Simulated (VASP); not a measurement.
Given:

```
Se
1.0
    1.97510    -3.42097     0.00000
    1.97510     3.42097     0.00000
    0.00000     0.00000     5.12090
Se
3
Direct
  0.00000   0.25584   0.66667
  0.74416   0.74416   0.00000
  0.25584   0.00000   0.33333
```

Computed with LDA (Ceperley-Alder, Perdew-Zunger), VASP's LDA PAW potentials (set 64) (plane waves; VASP 6.6.1). Run with 500 eV cut-off, 7×7×5 Γ-centred mesh, Gaussian smearing of 0.050 eV, potentials Se.

Energy and stress use the plane-wave basis of the starting cell.

Question: The ions, cell shape and volume at an external pressure of 5.0 GPa are relaxed. Give the cell that the relaxation ends in.

Answer: 
```
Se
1.0
    1.87683    -3.25077     0.00000
    1.87683     3.25077     0.00000
    0.00000     0.00000     5.12586
Se
3
Cartesian
  2.38928  -2.36318   3.41724
  2.72877   0.00000   0.00000
  2.38928   2.36318   1.70862
```
Space group P3_121 (152), at a tolerance of 0.03 Å.

Question: How do energy and volume change from the first to the last step?

Answer: The energy (σ→0) changes by +29.4 meV/atom and the volume by -9.6 %, in 8 ionic steps.

The compound is Se in the trig structure. This run relaxes it under an external pressure of 5 GPa. Symmetry was kept, so distortions that lower it aren't found.
